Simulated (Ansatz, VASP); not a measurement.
# Cross-check of Ti (Titanium) between VASP and Ansatz

Wanted: the spread between two codes on one cell, functional and k mesh. The cell is taken from a series of runs on this material, whose earlier steps may have relaxed, scaled, displaced or heated it; both programs get it as it stands.

Main program and level: Ansatz 0.2.0; plane waves, with VASP 6.6.1 beside it; zone-centre phonons at LDA.

### Step 1. The starting structure

The structure is hexagonal, space group P6_3/mmc (No. 194). Conventional cell: a = 2.853 Å, b = 2.853 Å, c = 4.509 Å, α = 90.00°, β = 90.00°, γ = 120.00°. Nearest to Ti lie 12 Ti at 2.79 to 2.85 Å.

### Step 2. Ansatz: zone-centre phonons, LDA

Ansatz runs on its PAW soft_1 files.

Second derivatives magnify differences that forces hide, and they need a tight electronic threshold.

Input file input.yaml:

```yaml
crystal:
  lattice:
    - [2.8532991695, 0.0, 0.0]
    - [-1.4266495848, 2.4710295654, 0.0]
    - [0.0, 0.0, 4.508569824]
  atoms:
    - { symbol: Ti, position: [0.3333333333, 0.6666666667, 0.25] }
    - { symbol: Ti, position: [0.6666666667, 0.3333333333, 0.75] }
kpoints:
  mp_grid: { grid: [10, 10, 6] }
hamiltonian:
  xc: lda
  pseudopotentials: { kind: paw, azcp: { folder: soft_1 }, xc_functional: pbe }
scf:
  occupations: { method: gaussian, width: 0.1 }
output:
  eigenvalues: true
basis:
  ecutwfc: 260.0
phonons:
  method: dfpt
  qmesh: [2, 2, 2]
  temperatures: { t_max: 1000, t_step: 50 }
  qpath:
    path:
      - [[0.0, 0.0, 0.0], [0.5, 0.0, 0.0], [0.33333333, 0.33333333, 0.0], [0.0, 0.0, 0.0], [0.0, 0.0, 0.5], [0.5, 0.0, 0.5], [0.33333333, 0.33333333, 0.5], [0.0, 0.0, 0.5]]
      - [[0.5, 0.0, 0.5], [0.5, 0.0, 0.0]]
      - [[0.33333333, 0.33333333, 0.5], [0.33333333, 0.33333333, 0.0]]
    npoints: 10
```

Launch:

```console
ansatz run input.yaml --threads 8 --pin off --max-ram 15360MiB --backend cpu --events-out ev --progress --plain --runs-dir out
```

Numbers of over 12 decimals in the logs are rounded to 6 here.

The log of the run:

```text
Warning: basis.ecutwfc = 260 eV is below the records' recommended 420 eV, and the density's cutoff is lower with it unless basis.ecutrho_ratio is high enough to keep the records' density cutoff: compare with a run at a higher cutoff
Engine: ansatz 0.2.0, x86_64-unknown-linux-gnu
Pseudopotentials: kind: paw
Pseudopotential: Ti, paw, valence charge 12, recommended cutoff 420 eV (normal), soft_1/Ti.paw.azcp
Functional definition: SPW92
  exchange = slater_x
  correlation = pw_c
Crystal: 2 atoms, lattice volume = 31.788 Å³
Basis set: ecut = 260 eV, 311 PW (Γ), exchange–correlation on 32×32×48 points (8 copies of the dense FFT grid, shifted against one another)
Bands: 16, of which v1, the nominal top of the filled ones, is band 12 counted from 1 (11 counted from 0)
Symmetry: 24 space group operations
k-points: 56 of 600
Non-local potential: Ti, projectors of the file, l = 0: 3, l = 1: 2, l = 2: 3, l = 3: 1
PAW form: soft (Blöchl's): semilocal exchange-correlation on the pseudo side does not see the compensation charge
PAW frozen core: Ti, regenerated for the run's functional, and the local potential with it (the file was generated under x = pbe(κ = 0.804, μ = 0.219515), c = pbe(β = 0.066725))
PAW one-centre angular grid: Ti, 590 points (default); XC on 64 Gauss nodes
Initial density: superposition of atomic densities (chi_scale 0.1, normalization cell)
Initial wavefunctions: pseudopotential atomic-orbital guess
Functional: x = slater, c = lda
SCF iter   1: F=—  HF=-4900.429337 eV  |F-HF|=—  |Δ(HF+E_count)|=         —  Δρ=6.92e-2  dr2=1.44e0  ethr=3.10e-3  ⟨swp⟩=3.1  Hψ=3385  notcnv=0
preconditioner: auto → none  [metal: Δε(μ)=0.035 eV  Ē_g=3.367 eV  σ=0.100 eV  W_gap=0.19  n_scr=8 (ndim 8)  ℏωp=18.6 eV  f_vac=0.000  D(μ)=2.00/eV (n_scr^D=22)  sad-step TF]
SCF iter   2: F=—  HF=-4900.006858 eV  |F-HF|=—  |Δ(HF+E_count)|=   4.22e-1  Δρ=3.24e-2  dr2=3.42e-1  ethr=3.10e-3  ⟨swp⟩=2.8  Hψ=2021  notcnv=0  defer=4
SCF iter   3: F=—  HF=-4899.902389 eV  |F-HF|=—  |Δ(HF+E_count)|=   1.04e-1  Δρ=2.88e-3  dr2=1.05e-3  ethr=1.42e-3  ⟨swp⟩=3.0  Hψ=1779  notcnv=0  defer=4
SCF iter   4: F=—  HF=-4899.902927 eV  |F-HF|=—  |Δ(HF+E_count)|=   5.39e-4  Δρ=2.96e-4  dr2=1.49e-5  ethr=4.37e-6  ⟨swp⟩=2.0  Hψ=1534  notcnv=0  defer=4
SCF iter   5: F=—  HF=-4899.902936 eV  |F-HF|=—  |Δ(HF+E_count)|=   8.52e-6  Δρ=8.06e-5  dr2=1.24e-6  ethr=6.21e-8  ⟨swp⟩=2.1  Hψ=1546  notcnv=0  defer=4
SCF iter   6: F=—  HF=-4899.902937 eV  |F-HF|=—  |Δ(HF+E_count)|=   1.34e-6  Δρ=1.35e-5  dr2=4.76e-8  ethr=5.17e-9  ⟨swp⟩=2.9  Hψ=1571  notcnv=0  defer=4
SCF iter   7: F=—  HF=-4899.902937 eV  |F-HF|=—  |Δ(HF+E_count)|=   1.54e-8  Δρ=5.65e-7  dr2=3.27e-11  ethr=1.98e-10  ⟨swp⟩=3.0  Hψ=1556  notcnv=0  defer=4
SCF iter   8: F=-4899.902937 eV  HF=-4899.902937 eV  |F-HF|=5.46e-12  |Δ(HF+E_count)|=  1.00e-11  Δρ=1.27e-7  dr2=5.03e-12  ethr=1.00e-12  ⟨swp⟩=4.4  Hψ=3279  notcnv=0
SCF 1 converged in 8 iterations: F = -4899.902937 eV  dr2 = 5.03e-12
  greatest PAW one-centre occupation: 1.000 electrons in one spin orbital (limit 2), on the Ti atom at site 1 (counted from 0), in its partial waves of l = 1
NSCF: frozen V_eff on 56 k-points
NSCF: frozen V_eff on 124 k-points
DFPT response loops at q = (0, 0, 0) (fractional): preconditioner auto → Kerker (q_TF=auto, 2.603 Å⁻¹) (partly filled bands, converged f_vac=0.000); β = 1.00, the filter's whole step (`scf.mixing.beta` (0.50) is not read by the response loops under this deck's `scf.mixing.preconditioner`; to damp them name `kerker` or `kerker_dos`, under which they read `scf.mixing.beta`, and type it under 1.00, their step now; both keys bind the ground state too); Broyden in place of MSR1
NSCF: frozen V_eff on 248 k-points
DFPT response loops at q = (0, 0, -0.5) (fractional): mixed as the last ones told, above
NSCF: frozen V_eff on 248 k-points
DFPT response loops at q = (0, -0.5, 0) (fractional): mixed as the last ones told, above
NSCF: frozen V_eff on 248 k-points
DFPT response loops at q = (0, -0.5, -0.5) (fractional): mixed as the last ones told, above
SCF converged after 8 iterations
Free energy (F): -4899.902937 eV
Harris-Foulkes:  -4899.902937 eV  (|F-HF|=5.46e-12)
Internal energy: -4899.892428 eV  (E = F + TS)
E sigma→0 (E₀):  -4899.897683 eV
Entropy (-TS):   -0.010509 eV (-5.254 meV/atom)
Fermi energy:    14.392497 eV
--- Per-component energies (eV) ---
  E_band       = -286.252231
  E_kinetic    = 570.516983
  E_local      = -1656.020801  (includes V_loc(G=0)·N_el)
  E_nonlocal   = 129.532125
  E_hartree    = 659.263586
  E_xc         = -232.374458
  E_vxc        = -292.853428  (∫ρ·V_xc dr)
  E_paw        = -1989.934924  (= ΣΔE_a)
  E_vpaw       = -355.954003  (= ΣTr[D̂ρ^β])
  E_aug_tail   = -0.000395  (compensation charges beyond the density's cutoff)
  E_ewald      = -2381.526446
  E_core_change = 0.651901  (= ΣΔE_core)
  E_smearing   = -0.010509  (= −TS)
  E_closure    = -0.000000  (closes the sum)
  Σ components = -4899.902937   (vs F -4899.902937, Δ=0.00e0)
--- Band table (eV; the first three rows and the last of 56) ---
  k-point 0: bands = [... 8 lower, 8.1014, 11.4866, 15.1789, 15.1789, 15.3751, 15.5368, 15.7047, 15.7047]
  k-point 1: bands = [... 8 lower, 8.3551, 11.4344, 15.0637, 15.0637, 15.1091, 15.1963, 15.5672, 15.5672]
  k-point 2: bands = [... 8 lower, 9.0657, 10.9902, 14.5414, 14.8272, 14.9768, 14.9768, 15.3185, 15.3185]
  k-point 55: bands = [... 8 lower, 12.7284, 12.7284, 13.4856, 13.4856, 14.2293, 14.2293, 16.1829, 16.1829]
--- Phonons (Γ-DFPT): 2 representative perturbations + reference (Σ response iterations 6) ---
  ASR residual: 6.184e-5 → 0.000e0 eV/Å²; symmetrization residual: 4.311e-10 eV/Å²
  ASR residual per site (eV/Å²): 6.18e-5 6.18e-5
  Γ frequencies (cm⁻¹): 0.00 0.00 0.00 106.62 106.62 250.58
--- Phonons (arbitrary-q DFPT): 4 irreducible q on the 2×2×2 mesh ---
  q = [0.0000, 0.0000, 0.0000] (star 1, of the zone-centre solve; hermiticity 7.80e-11, symmetrization 3.90e-11): -0.00 -0.00 0.00 106.62 106.62 250.58
  q = [0.0000, 0.0000, -0.5000] (star 1, 2 solved perturbations in 180 linear systems a pass and spin channel, the states on 124 of 600 k-point pairs; hermiticity 4.92e-9, symmetrization 6.00e-7): 70.62 70.62 70.62 70.62 202.46 202.46
  q = [0.0000, -0.5000, 0.0000] (star 3, 3 solved perturbations on 124 of 600 k-point pairs; hermiticity 1.88e-4, symmetrization 1.57e-4): 75.09 109.77 229.89 236.80 265.50 267.84
  q = [0.0000, -0.5000, -0.5000] (star 3, 3 solved perturbations on 124 of 600 k-point pairs; hermiticity 2.26e-4, symmetrization 2.47e-4): 172.86 172.86 179.97 179.97 294.93 294.93
  sum rule: each row above includes the acoustic sum rule's correction from the zone centre's row sums; it moved no ω² by more than (0.59 cm⁻¹)²
  mesh force constants: q→R imaginary residual 1.61e-17; ASR residual 6.184e-5 → 0.000e0 eV/Å²; symmetrization residual 4.441e-15 eV/Å²
  interpolated dispersion: 93 rows × 6 modes
  density of states and harmonic sums: on the 26×26×14 q-mesh, interpolated from the force constants of a 2×2×2 supercell (no non-analytic term)
  largest difference from the sums on the solved wave vectors: F 4.66e-2 eV, S 7.88e-5 and C_V 3.22e-5 eV/K
  zero-point energy: 0.069641 eV/cell   skipped modes (ω ≤ 0): 4, of them read as no rigid motion or as one in doubt: 1 (6.340e-4 modes/cell left out, lowest -0.99 cm⁻¹)   left out of the sums: 1.58e-4 of the cell's modes: C_V's classical limit lies that fraction below 3 k_B per atom; for a crystal, a wire or a layer, F and S can be off by more, and a phonons.interpolated_qmesh denser along its periods is the remedy for the sampling
```

(Continued in part 2 of 2.)

[Lines on the potential files, build, host, timing and source positions are cut from VASP's logs without a mark.]

[Logs are printed without paths, hosts, clocks, repeated set-up lines and the standing remarks that a program may print on its own settings, such as how far it seeks lower states.]

[Hosts, paths, dates, database ids (printed as entryN), source tags and the programs' standing remarks are cut or masked in the printed files.]
